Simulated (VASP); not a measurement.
# LaGe3Ir under strain, part 2 of 2

Aim: follow the pressure of LaGe3Ir through compression, expansion and shear. All runs use r2SCAN. Left out of this account: 1 further run (self-consistent run: a reference on another mesh). The start is a computed cell from the Materials Project.

VASP 6.6.1; r2SCAN; plane waves and PAW (La, Ge_d, Ir).

Still holding for the runs below: Spin-orbit coupling is off here; with elements this heavy it splits and shifts levels by tenths of an eV or more.

So far, pressure (GPa): step 2 (bands, cell as listed) -0.242; step 3 (cell volume +4.0 %) -4.63; step 4 (cell volume +8.0 %) -8.03; step 6 (cell volume -4.0 %) 5.28.

### 7. Bands, volume times 0.92

The cell is scaled evenly once more. A prediction first. A parabola through the 4 pressures of evenly scaled cells so far, P = -0.24 -123.4 t +288 t² GPa with t = ln(V/V₁) and V₁ the volume at scale 1, gives 12.05 GPa at t = -0.0834.

File INCAR:

```
SYSTEM = LaGe3Ir
PREC = Accurate
ENCUT = 410
EDIFF = 1E-06
NELM = 100
ISMEAR = -1
SIGMA = 0.05
LREAL = .FALSE.
ALGO = Normal
METAGGA = R2SCAN
LASPH = .TRUE.
NBANDS = 47
LORBIT = 11
LWAVE = .FALSE.
LCHARG = .FALSE.
KPAR = 4
```

File POSCAR:

```
LaGe3Ir
1.0
   -2.1626647155      2.1626647155      4.9132882871
    2.1626647155     -2.1626647155      4.9132882871
    2.1626647155      2.1626647155     -4.9132882871
La Ge Ir
1 3 1
Direct
    0.5785260100      0.5785260100      0.0000000000
    0.3426279300      0.8426279300      0.5000000000
    0.8426279300      0.3426279300      0.5000000000
    0.0004854700      0.0004854700      0.0000000000
    0.2387701500      0.2387701500      0.0000000000
```

File KPOINTS:

```
Automatic mesh
0
Gamma
10 10 10
0 0 0
```

File KPOINTS_OPT:

```
Line mode
16
Line-mode
Reciprocal
  0.00000000   0.00000000   0.00000000 GAMMA
  0.00000000   0.00000000   0.50000000 X

  0.00000000   0.00000000   0.50000000 X
 -0.09687326   0.09687326   0.50000000 Y

 -0.09687326   0.09687326   0.50000000 Y
 -0.29843663   0.29843663   0.29843663 S

 -0.29843663   0.29843663   0.29843663 S
  0.00000000   0.00000000   0.00000000 GAMMA

  0.00000000   0.00000000   0.00000000 GAMMA
  0.50000000   0.50000000  -0.50000000 Z

  0.50000000   0.50000000  -0.50000000 Z
  0.29843663   0.70156337  -0.29843663 S1

  0.29843663   0.70156337  -0.29843663 S1
  0.00000000   0.50000000   0.00000000 N

  0.00000000   0.50000000   0.00000000 N
  0.25000000   0.25000000   0.25000000 P

  0.25000000   0.25000000   0.25000000 P
  0.50000000   0.50000000  -0.09687326 Y1

  0.50000000   0.50000000  -0.09687326 Y1
  0.50000000   0.50000000  -0.50000000 Z

  0.00000000   0.00000000   0.50000000 X
  0.25000000   0.25000000   0.25000000 P
```

Potentials, in the order of the species: La, Ge_d and Ir (PBE family, release 64).

Run with:

```bash
$ mpirun -np 4 vasp_std
```

Elapsed: 7.9 min, on 4 MPI ranks of Intel Xeon 6975P-C (Granite Rapids), shared host; peak memory 2.4 GiB; 31 min of CPU time.

This step gave:

```yaml
free_energy_toten: -127.3779 eV
energy_at_zero_smearing: -127.3723 eV
fermi_energy: 9.339 eV
pressure: 12.20 GPa
```

Electronic bands along the path, in eV, zero at the Fermi level; # counts the bands kept:

```tsv
point	#8	#9	#10	#11	#12	#13	#14	#15
Γ	-3.01	-1.76	-1.76	-0.14	-0.14	1.59	1.72	2.41
0.53 of the way	-2.37	-2.25	-2.04	-1.37	0.65	1.92	2.31	2.43
X	-3.34	-3.24	-2.13	-1.99	2.10	2.15	2.42	2.54
0.47 of the way	-3.19	-3.08	-2.17	-1.87	2.03	2.17	2.40	2.54
Y	-3.10	-2.68	-2.18	-1.60	1.84	2.19	2.32	2.47
0.47 of the way	-3.17	-2.18	-1.32	-1.08	1.06	1.78	2.22	2.29
S	-2.85	-2.50	-1.58	-0.31	0.82	1.88	2.24	2.34
0.47 of the way	-2.53	-2.06	-1.75	-1.28	-0.89	1.93	2.36	2.47
Γ	-3.01	-1.76	-1.76	-0.14	-0.14	1.59	1.72	2.41
0.47 of the way	-2.38	-2.38	-1.72	0.68	0.68	1.28	1.62	2.33
Z	-2.88	-2.51	-0.13	0.89	0.89	1.34	1.68	2.30
0.47 of the way	-2.97	-2.13	0.10	0.47	1.31	1.46	1.64	2.07
S1	-2.85	-2.50	-1.58	-0.31	0.82	1.88	2.24	2.34
0.47 of the way	-2.80	-2.62	-1.59	-0.54	0.44	1.85	2.25	2.36
N	-2.98	-2.40	-1.48	-0.66	0.16	1.65	2.20	2.36
0.47 of the way	-3.06	-2.52	-1.88	-1.01	1.01	1.79	2.31	2.37
P	-3.15	-2.64	-2.64	-2.04	1.59	2.28	2.28	2.54
0.47 of the way	-3.18	-2.93	-2.35	-1.87	1.78	2.19	2.36	2.52
Y1	-3.10	-2.68	-2.18	-1.60	1.84	2.19	2.32	2.47
0.53 of the way	-3.21	-1.18	-0.07	0.00	0.28	0.94	1.85	2.20
Z	-2.88	-2.51	-0.13	0.89	0.89	1.34	1.68	2.30
jump to X	-3.34	-3.24	-2.13	-1.99	2.10	2.15	2.42	2.54
0.47 of the way	-3.27	-3.06	-2.26	-2.01	1.88	2.18	2.39	2.54
P	-3.15	-2.64	-2.64	-2.04	1.59	2.28	2.28	2.54
```

Of the projections kept (La, Ge, Ir), the largest for each band there; the rest of the weight can lie on other orbitals:

```tsv
point	#8	#9	#10	#11	#12	#13	#14	#15
Γ	Ir 0.76	Ir 0.68	Ir 0.68	Ge 0.60	Ge 0.60	Ge 0.67	Ir 0.54	La 0.96
X	Ir 0.86	Ir 0.51	Ir 0.65	Ir 0.72	La 0.70	La 0.90	La 0.92	La 0.99
Y	Ir 0.78	Ir 0.55	Ir 0.78	Ir 0.59	La 0.68	La 0.82	La 0.93	La 0.88
S	Ir 0.47	Ge 0.45	Ge 0.64	Ir 0.48	Ir 0.44	La 0.57	La 0.79	La 0.86
Γ	Ir 0.76	Ir 0.68	Ir 0.68	Ge 0.60	Ge 0.60	Ge 0.67	Ir 0.54	La 0.96
Z	Ir 0.48	Ge 0.46	Ge 0.68	La 0.62	La 0.62	La 0.68	La 0.71	La 0.93
```

Force by atom:

```tsv
atom	x (eV/Å)	y (eV/Å)	z (eV/Å)	size
La1	0.000	0.000	0.186	0.186
Ge2	0.000	0.000	0.322	0.322
Ge3	0.000	0.000	0.322	0.322
Ge4	0.000	0.000	-0.511	0.511
Ir5	0.000	0.000	-0.320	0.320
```

 The pressure is 12.20 GPa. The parabola predicted 12.05 GPa, -0.14 GPa off.

### 8. Side by side

```
             cell      mesh  pressure (GPa)  gap (eV)
   cell as listed  10×10×10           -0.24      none
volume times 1.04  10×10×10           -4.63      none
volume times 1.08  10×10×10           -8.03      none
volume times 0.96  10×10×10            5.28      none
volume times 0.92  10×10×10           12.20      none
```

### 9. Bands, atoms displaced by up to 0.15 Å

INCAR is that of step 7.

File POSCAR:

```
LaGe3Ir
1.0
   -2.2236166581      2.2236166581      5.0517630417
    2.2236166581     -2.2236166581      5.0517630417
    2.2236166581      2.2236166581     -5.0517630417
La Ge Ir
1 3 1
Direct
    0.5736490000      0.5988510000      0.0093460000
    0.3616080000      0.8377590000      0.5095900000
    0.8398520000      0.3595540000      0.4916930000
    0.0198620000     -0.0103660000      0.0244060000
    0.2466550000      0.2581830000      0.0395890000
```

KPOINTS is that of step 7.

File KPOINTS_OPT:

```
Line mode
16
Line-mode
Reciprocal
  0.00000000   0.00000000   0.00000000 GAMMA
  0.50000000  -0.50000000   0.00000000 X

  0.50000000  -0.50000000   0.00000000 X
  0.50000000  -0.50000000   0.09687326 Y

  0.50000000  -0.50000000   0.09687326 Y
  0.29843663  -0.29843663   0.29843663 S

  0.29843663  -0.29843663   0.29843663 S
  0.00000000   0.00000000   0.00000000 GAMMA

  0.00000000   0.00000000   0.00000000 GAMMA
  0.50000000   0.50000000  -0.50000000 Z

  0.50000000   0.50000000  -0.50000000 Z
  0.70156337   0.29843663  -0.29843663 S1

  0.70156337   0.29843663  -0.29843663 S1
  0.50000000   0.00000000   0.00000000 N

  0.50000000   0.00000000   0.00000000 N
  0.75000000  -0.25000000  -0.25000000 P

  0.75000000  -0.25000000  -0.25000000 P
  0.90312674   0.09687326  -0.50000000 Y1

  0.90312674   0.09687326  -0.50000000 Y1
  0.50000000   0.50000000  -0.50000000 Z

  0.50000000  -0.50000000   0.00000000 X
  0.75000000  -0.25000000  -0.25000000 P
```

Run with:

```bash
$ mpirun -np 4 vasp_std
```

Elapsed: 21 min, on 4 MPI ranks.

The run was stopped at its time limit, by a STOPCAR file.

More ranks or a longer limit would be the way on.

### 10. What came out

| Quantity | Value |
| --- | --- |
| pressure, cell as listed | -0.242 GPa |
| pressure, volume times 1.04 | -4.63 GPa |
| pressure, volume times 1.08 | -8.03 GPa |
| pressure, volume times 0.96 | 5.28 GPa |
| pressure, volume times 0.92 | 12.2 GPa |
| bulk modulus at the listed volume, shape and positions held | 124 GPa |

In words: The slope of pressure against ln V at the listed volume gives a bulk modulus of 124 GPa at fixed shape and positions, an upper bound since the atoms bear forces. The atoms were not relaxed in the changed cells. Not obtained: bands, sheared, principal strains -2.2, +0.0, +2.2 %, since the run ended as timeout. Not obtained: bands, atoms displaced by up to 0.15 Å, since the run ended as timeout. Spin-orbit coupling is left out, and with elements this heavy it would split and shift bands near the Fermi level.

[Lines on the potential files, build, host, timing and source positions are cut from VASP's logs without a mark.]

[Logs are printed without paths, hosts, clocks, repeated set-up lines and the standing remarks that a program may print on its own settings, such as how far it seeks lower states.]

[Hosts, paths, dates, database ids (printed as entryN), source tags and the programs' standing remarks are cut or masked in the printed files.]

[A measured line is paired with the nearest computed mode of its activity, which favours agreement.]
